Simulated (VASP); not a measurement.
```yaml
crystal:
  lattice:
    - [3.00455, 0.00000, 0.00000]
    - [0.00000, 3.00455, 0.00000]
    - [0.00000, 0.00000, 3.00455]
  atoms:
    - { symbol: Mo, position: [0.00000, 0.00000, 0.00000] }
    - { symbol: Si, position: [0.50000, 0.50000, 0.50000] }
```

Calculation: LDA (Ceperley-Alder, Perdew-Zunger), VASP's LDA PAW potentials (set 64) (plane waves; VASP 6.6.1). Numerical set-up: 400 eV cut-off, Gaussian smearing of 0.050 eV, potentials Mo_sv Si.

Give the energies of bands 5 to 12 at the high-symmetry points, in eV from the Fermi level.

| band | Γ | X | M | R |
|---|---|---|---|---|
| 5 | -11.92 | -8.34 | -8.61 | -5.96 |
| 6 | -3.63 | -7.07 | -3.18 | -5.96 |
| 7 | -3.63 | -2.46 | -3.18 | -5.96 |
| 8 | 1.42 | -1.77 | -3.00 | -3.32 |
| 9 | 1.42 | -1.77 | -0.56 | 3.57 |
| 10 | 1.42 | 1.89 | -0.56 | 3.57 |
| 11 | 2.92 | 3.65 | 3.42 | 3.94 |
| 12 | 2.92 | 5.56 | 4.89 | 3.94 |

It has no gap at this level: it comes out as a metal or semimetal.

The structure was generated: SiMo was put into the CsCl type (Pm-3m), which need not be its known phase. It was relaxed first, which changed the volume by -7 %.
